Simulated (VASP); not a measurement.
Output of a VASP run:

File OUTCAR:
```
 ion  position               nearest neighbor table
   1  0.000  0.000  0.000-   3 2.81   4 2.81   5 2.81   3 2.81   4 2.81   4 2.81   5 2.81   4 2.81
                             3 2.81   5 2.81   3 2.81   5 2.81   2 3.44   2 3.44   2 3.44   2 3.44
   2  0.500  0.500  0.500-   3 1.99   4 1.99   5 1.99   5 1.99   3 1.99   4 1.99   1 3.44   1 3.44
                             1 3.44   1 3.44   1 3.44   1 3.44   1 3.44   1 3.44
   3  0.500  0.000  0.500-   2 1.99   2 1.99   1 2.81   1 2.81   1 2.81   1 2.81
   4  0.000  0.500  0.500-   2 1.99   2 1.99   1 2.81   1 2.81   1 2.81   1 2.81
   5  0.500  0.500  0.000-   2 1.99   2 1.99   1 2.81   1 2.81   1 2.81   1 2.81
  LATTYP: Found a simple cubic cell.
 ALAT       =     3.9766597868
 Subroutine PRICEL returns:
 Original cell was already a primitive cell.
 Subroutine GETGRP returns: Found 48 space group operations
The static configuration has the point symmetry O_h .
The dynamic configuration has the point symmetry O_h .
 Subroutine INISYM returns: Found 48 space group operations
 Subroutine IBZKPT returns following result:
 Found     20 irreducible k-points:

 Following reciprocal coordinates:
            Coordinates               Weight
  0.000000  0.000000  0.000000      1.000000
  0.166667  0.000000  0.000000      6.000000
  0.333333  0.000000  0.000000      6.000000
  0.500000  0.000000  0.000000      3.000000
  0.166667  0.166667  0.000000     12.000000
  0.333333  0.166667  0.000000     24.000000
  0.500000  0.166667  0.000000     12.000000
  0.333333  0.333333  0.000000     12.000000
  0.500000  0.333333  0.000000     12.000000
  0.500000  0.500000  0.000000      3.000000
  0.166667  0.166667  0.166667      8.000000
  0.333333  0.166667  0.166667     24.000000
  0.500000  0.166667  0.166667     12.000000
  0.333333  0.333333  0.166667     24.000000
  0.500000  0.333333  0.166667     24.000000
  0.500000  0.500000  0.166667      6.000000
  0.333333  0.333333  0.333333      8.000000
  0.500000  0.333333  0.333333     12.000000
  0.500000  0.500000  0.333333      6.000000
  0.500000  0.500000  0.500000      1.000000
   k-points           NKPTS =     20   k-points in BZ     NKDIM =     20   number of bands    NBANDS=     23
   number of dos      NEDOS =    301   number of ions     NIONS =      5
   total plane-waves  NPLWV =  27000
   dimension x,y,z NGX =    30 NGY =   30 NGZ =   30
   dimension x,y,z NGXF=    60 NGYF=   60 NGZF=   60
   ions per type =               1   1   3
   PREC   = accura    normal or accurate (medium, high low for compatibility)
   ISTART =      0    job   : 0-new  1-cont  2-samecut
   ICHARG =      2    charge: 1-file 2-atom 10-const
   ISPIN  =      1    spin polarized calculation?
   LNONCOLLINEAR =      F non collinear calculations
   LSORBIT =      F    spin-orbit coupling
   INIWAV =      1    electr: 0-lowe 1-rand  2-diag
   ENCUT  =  520.0 eV  38.22 Ry    6.18 a.u.   7.39  7.39  7.39*2*pi/ulx,y,z
   NELM   =    100;   NELMIN=  2; NELMDL= -5     # of ELM steps
   EDIFF  = 0.1E-06   stopping-criterion for ELM
   LREAL  =      F    real-space projection
   NLSPLINE    = F    spline interpolate recip. space projectors
   LMAXMIX     =    6 max onsite mixed and CHGCAR
   VOSKOWN=      0    Vosko Wilk Nusair interpolation
   EDIFFG = 0.1E-05   stopping-criterion for IOM
   NSW    =      0    number of steps for IOM
   NBLOCK =      1;   KBLOCK =      1    inner block; outer block
   IBRION =     -1    ionic relax: 0-MD 1-quasi-New 2-CG
   NFREE  =      0    steps in history (QN), initial steepest desc. (CG)
   ISIF   =      2    stress and relaxation
   ISYM   =      2    0-nonsym 1-usesym 2-fastsym
   TEIN   =    0.0    initial temperature
   TEBEG  =    0.0;   TEEND  =   0.0 temperature during run
   SMASS  =  -3.00    Nose mass-parameter (am)
   PSTRESS=    0.0 pullay stress
   NELECT =      38.0000    total number of electrons
   EFERMI =   0.00;   METHOD = LEGACY
   ISMEAR =     0;   SIGMA  =   0.05  broadening in eV -4-tet -1-fermi 0-gaus
   IALGO  =     38    algorithm
   LDIAG  =      T    sub-space diagonalisation (order eigenvalues)
   IMIX   =      4    mixing-type and parameters
     AMIX     =   0.40;   BMIX     =  1.00
     AMIX_MAG =   1.60;   BMIX_MAG =  1.00
...
```

### OSZICAR
```
       N       E                     dE             d eps       ncg     rms          rms(c)
DAV:   1     0.335099269806E+03    0.33510E+03   -0.21841E+04   920   0.169E+03
DAV:   2    -0.298526647251E+02   -0.36495E+03   -0.36013E+03  1125   0.450E+02
DAV:   3    -0.469906015556E+02   -0.17138E+02   -0.17099E+02  1186   0.978E+01
DAV:   4    -0.474377935915E+02   -0.44719E+00   -0.44701E+00  1609   0.132E+01
DAV:   5    -0.474395385093E+02   -0.17449E-02   -0.17449E-02  1186   0.858E-01    0.364E+01
DAV:   6    -0.390406549431E+02    0.83989E+01   -0.42259E+01  1130   0.466E+01    0.144E+01
DAV:   7    -0.389854412363E+02    0.55214E-01   -0.20528E+00  1233   0.978E+00    0.916E+00
DAV:   8    -0.389672741388E+02    0.18167E-01   -0.35386E-01  1220   0.520E+00    0.134E+00
DAV:   9    -0.389605363274E+02    0.67378E-02   -0.27365E-02  1248   0.117E+00    0.244E-01
DAV:  10    -0.389611325842E+02   -0.59626E-03   -0.74494E-03  1219   0.701E-01    0.497E-02
DAV:  11    -0.389612334385E+02   -0.10085E-03   -0.43446E-04  1300   0.175E-01    0.444E-02
DAV:  12    -0.389613134799E+02   -0.80041E-04   -0.14753E-04  1240   0.913E-02    0.114E-02
DAV:  13    -0.389613156995E+02   -0.22197E-05   -0.92001E-06  1449   0.207E-02    0.746E-03
DAV:  14    -0.389613158247E+02   -0.12517E-06   -0.17446E-06  1196   0.117E-02    0.177E-03
DAV:  15    -0.389613157491E+02    0.75597E-07   -0.38765E-07  1036   0.553E-03
   1 F= -.38961316E+02 E0= -.38961316E+02  d E =-.105066E-13
```

OUTCAR:
```
------------------------ aborting loop because EDIFF is reached ----------------------------------------
  FORCE on cell =-STRESS in cart. coord.  units (eV):
  Direction    XX          YY          ZZ          XY          YZ          ZX
  --------------------------------------------------------------------------------------
  Total        4.8590166      4.8590166      4.8590166      0.0000000      0.0000000     -0.0000000
  in kB      123.7951562    123.7951562    123.7951562      0.0000000      0.0000000     -0.0000000
  external PRESSURE =     123.7951562 kB  Pullay stress =       0.0000000 kB
  volume of cell :       62.89
      direct lattice vectors                 reciprocal lattice vectors
     3.976659787  0.000000000  0.000000000     0.251467325  0.000000000  0.000000000
     0.000000000  3.976659787  0.000000000     0.000000000  0.251467325  0.000000000
     0.000000000  0.000000000  3.976659787     0.000000000  0.000000000  0.251467325
 POSITION                                       TOTAL-FORCE (eV/Angst)
 -----------------------------------------------------------------------------------
      0.00000      0.00000      0.00000         0.000000      0.000000      0.000000
      1.98833      1.98833      1.98833         0.000000      0.000000      0.000000
      1.98833      0.00000      1.98833         0.000000      0.000000      0.000000
      0.00000      1.98833      1.98833         0.000000      0.000000      0.000000
      1.98833      1.98833      0.00000         0.000000      0.000000      0.000000
 -----------------------------------------------------------------------------------
    total drift:                                0.000000      0.000000     -0.000000
  FREE ENERGIE OF THE ION-ELECTRON SYSTEM (eV)
  ---------------------------------------------------
  free  energy   TOTEN  =       -38.9613157491 eV

  energy  without entropy=      -38.9613157491  energy(sigma->0) =      -38.96131575
```
(Selected blocks of OUTCAR.)

### POSCAR
```
KTaO3
1
    3.9766597868     0.0000000000     0.0000000000
    0.0000000000     3.9766597868     0.0000000000
    0.0000000000     0.0000000000     3.9766597868
K Ta O
1 1 3
Direct
  0.0000000000   0.0000000000   0.0000000000
  0.5000000000   0.5000000000   0.5000000000
  0.5000000000   0.0000000000   0.5000000000
  0.0000000000   0.5000000000   0.5000000000
  0.5000000000   0.5000000000   0.0000000000
```

Q: Write an INCAR and KPOINTS that could have produced this output.

A: One answer among several that fit: the input of the run itself, RPBE GGA, plane waves, VASP's PBE PAW potentials (set 64).

KPOINTS:
```
Automatic mesh
0
Gamma
6 6 6
0 0 0
```

**INCAR**
```
ALGO = Normal
EDIFF = 1E-7
ENCUT = 520
GGA = RP
ISIF = 2
ISMEAR = 0
LASPH = T
LCHARG = F
LMAXMIX = 6
LREAL = F
LWAVE = F
NELM = 100
PREC = Accurate
SIGMA = 0.05
SYSTEM = KTaO3
```

POTCAR, in this order: K_sv Ta_pv O (PBE.64 set). Program: vasp_std.

The compound is KTaO3 in the cubic perovskite structure. This cell is one point of a volume scan, at 0.94 of the reference volume.
